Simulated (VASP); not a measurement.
An input for Ansatz (written as the equivalent of a VASP run, and not itself run):

Ansatz 0.2 input:
```yaml
crystal:
  lattice:
    - [0.0000000, 2.8300000, 2.8300000]
    - [2.8300000, 0.0000000, 2.8300000]
    - [2.8300000, 2.8300000, 0.0000000]
  atoms:
    - { symbol: Al, position: [0.0000000, 0.0000000, 0.0000000] }
    - { symbol: As, position: [0.2500000, 0.2500000, 0.2500000] }
kpoints:
  mp_grid: { grid: [7, 7, 7] }
hamiltonian:
  xc: pbe
  pseudopotentials: { kind: paw }
scf:
  occupations: { method: gaussian, width: 0.05 }
  max_iter: 100
output: { forces: true, stress: true, eigenvalues: true }
```

Task: Translate this input to VASP (INCAR, KPOINTS, POSCAR, choice of POTCAR).

Result: This is not unique; one that fits is 
### KPOINTS
```
K-points
0
G
 7 7 7
```

### POSCAR
```
AlAs
1
    0.0000000000     2.8300000000     2.8300000000
    2.8300000000     0.0000000000     2.8300000000
    2.8300000000     2.8300000000     0.0000000000
Al As
1 1
Direct
  0.0000000000   0.0000000000   0.0000000000
  0.2500000000   0.2500000000   0.2500000000
```

### INCAR
```
! general
SYSTEM =AlAs
PREC   =Accurate
ENCUT  =400   ! plane-wave cut-off (eV)
LREAL  =.FALSE.   ! projection in real space or not
LASPH  =.TRUE.   ! aspherical one-centre terms

! electronic loop
EDIFF  =1E-2   ! SCF stop (eV)
NELM   =100   ! most electronic steps
ALGO   =Normal
LMAXMIX=4

! smearing
ISMEAR =0   ! Gaussian
SIGMA  =0.05   ! width (eV)

! functional
GGA    =PE   ! PBE

! ions
ISIF   =2

! output
LWAVE  =.FALSE.
LCHARG =.FALSE.
```

POTCAR, in this order: Al As (PBE.64 set). Program: vasp_std.

The two are equivalent in intent, not identical: each code has its own PAW files, so the cut-off isn't converted (ENCUT is set for VASP's; basis.ecutwfc is left out, and Ansatz then takes the one that its files recommend); Ansatz stops its SCF on the density residual and VASP on the energy change (EDIFF).

The compound is AlAs in the zinc blende structure. The cell was not relaxed at this level. The run is one of a series of settings (EDIFF = 1E-2 against the base run), some of them coarse on purpose.
